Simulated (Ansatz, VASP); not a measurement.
## Ni2SbTe: VASP beside Ansatz

```
Te Sb Ni
1.0
     3.99189    0.00000    0.00000
    -1.99594    3.45707    0.00000
     0.00000    0.00000    5.23794
Te Sb Ni
1 1 2
Cartesian
  0.0000 2.3047 0.0000
  1.9959 1.1524 2.6190
  0.0000 0.0000 1.3262
  0.0000 0.0000 3.9118
```

Change from the starting cell: volume scaled by 1.02.

Alike in both runs: task single point; functional PBE; k mesh 8 × 8 × 5; occupations fermi-dirac, width 0.05 eV; collinear spin, ferromagnetic start.

```csv
,VASP,Ansatz
version,VASP 6.6.1,Ansatz 0.2.0
potentials or method,"VASP PAW PBE potentials, release 64 (Te, Sb, Ni)",Ansatz PAW
plane-wave cutoff (eV),520,420
valence electrons in the cell,31,67
```

```csv
,VASP,Ansatz,Ansatz less VASP
gap on the k mesh at the Fermi level (eV),none,none,-
pressure (GPa),0.4,0.6,+0.11
largest component of the traceless stress (GPa),0.45,0.50,+0.053
net moment per atom (μB),0.00,0.00,0.000
```

A gap of «none» marks a metal or a gap that the smearing closes. The functional is the same, so the differences come from potentials, cutoffs and numerics. The two sets of potentials don't hold the same shells in valence.

Caveats: the starting moments weren't kept (Ansatz). Spin-orbit coupling is left out, which matters for the levels of Sb, Te.
